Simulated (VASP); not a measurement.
VASP input:

**INCAR**
```
SYSTEM=CaB6
PREC=Accurate; ENCUT=620; LREAL=F
LASPH=T
EDIFF=1E-6; NELM=100; ALGO=Normal
ISMEAR=0; SIGMA=0.05
GGA=PE
IBRION=2; NSW=40; ISIF=3
EDIFFG=-0.02; PSTRESS=300
LWAVE=F; LCHARG=F
```

KPOINTS:
```
Regular mesh
0
Gamma
 6 6 6
0 0 0
```

**POSCAR**
```
CaB6
1.0
  3.9993749024   0.0000000000   0.0000000000
  0.0000000000   3.9993749024   0.0000000000
  0.0000000000   0.0000000000   3.9993749024
Ca B
1 6
Cart
  0.0000000000   0.0000000000   0.0000000000
  3.1999752972   1.9996874512   1.9996874512
  1.9996874512   0.7993996052   1.9996874512
  1.9996874512   3.1999752972   1.9996874512
  0.7993996052   1.9996874512   1.9996874512
  1.9996874512   1.9996874512   3.1999752972
  1.9996874512   1.9996874512   0.7993996052
```

POTCAR, in this order: Ca_sv B (PBE.64 set). Program: vasp_std.

### Question
Write an equivalent input for Ansatz.

### Answer
One equivalent input (not run):
Ansatz 0.2 input:
```yaml
crystal:
  lattice:
    - [3.9993749, 0.0000000, 0.0000000]
    - [0.0000000, 3.9993749, 0.0000000]
    - [0.0000000, 0.0000000, 3.9993749]
  atoms:
    - { symbol: Ca, position: [0.0000000, 0.0000000, 0.0000000] }
    - { symbol: B, position: [0.8001189, 0.5000000, 0.5000000] }
    - { symbol: B, position: [0.5000000, 0.1998811, 0.5000000] }
    - { symbol: B, position: [0.5000000, 0.8001189, 0.5000000] }
    - { symbol: B, position: [0.1998811, 0.5000000, 0.5000000] }
    - { symbol: B, position: [0.5000000, 0.5000000, 0.8001189] }
    - { symbol: B, position: [0.5000000, 0.5000000, 0.1998811] }
kpoints:
  mp_grid: { grid: [6, 6, 6] }
hamiltonian:
  xc: pbe
  pseudopotentials: { kind: paw }
scf:
  occupations: { method: gaussian, width: 0.05 }
  max_iter: 100
relax:
  max_steps: 40
  f_tol: 0.02
  cell: { p_target: 30 }
output: { forces: true, stress: true, eigenvalues: true }
```
The two are equivalent in intent, not identical: each code has its own PAW files, so the cut-off isn't converted (ENCUT is set for VASP's; basis.ecutwfc is left out, and Ansatz then takes the one that its files recommend); Ansatz stops its SCF on the density residual and VASP on the energy change (EDIFF).

The compound is CaB6 in the cab6 structure. This run relaxes it under an external pressure of 30 GPa. Symmetry was kept, so distortions that lower it aren't found.
